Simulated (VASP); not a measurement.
Computed with PBEsol GGA, VASP's PBE PAW potentials (set 64) (plane waves; VASP).

A VASP calculation is set up with these files.

### KPOINTS
```
Automatic mesh
0
Gamma
12 12 12
0 0 0
```

**POSCAR**
```
Ho
1
    0.0000000000     2.4398106313     2.4398106313
    2.4398106313     0.0000000000     2.4398106313
    2.4398106313     2.4398106313    -0.0000000000
Ho
1
Direct
  0.0000000000   0.0000000000   0.0000000000
```

### INCAR
```
EDIFF=1E-6   ! SCF stop (eV)
ISMEAR=1   ! Methfessel-Paxton
LWAVE=.FALSE.
SYSTEM=Ho
NELM=100   ! most electronic steps
LCHARG=.FALSE.
ENCUT=400
LMAXMIX=6
PREC=Accurate
LREAL=.FALSE.
SIGMA=0.1
IBRION=2
LASPH=.TRUE.   ! aspherical one-centre terms
ALGO=Normal
EDIFFG=-0.01   ! ionic stop
ISIF=3   ! ions, shape and volume
GGA=PS   ! PBEsol
NSW=60   ! most ionic steps
```

POTCAR, in this order: Ho_3 (PBE.64 set). Program: vasp_std.

Task: What will the output report for the number of irreducible k-points (NKPTS), number of bands (NBANDS), largest plane-wave count, number of space-group operations, FFT grid (NGX, NGY, NGZ)?

Result: 
The number of irreducible k-points (NKPTS) is 72 and the number of bands (NBANDS) comes out as 8. The largest plane-wave count comes out as 544, the number of space-group operations is 48 and the FFT grid (NGX, NGY, NGZ) is 24 × 24 × 24.

The structure was generated: Ho was put into the fcc type (Fm-3m), which need not be its known phase. This run relaxes it. Symmetry was kept, so distortions that lower it aren't found. The start is the result of an earlier pass. The 4f electrons are frozen in the core of the lanthanide potential, so 4f levels, which can set the real gap, and their magnetism are missing.
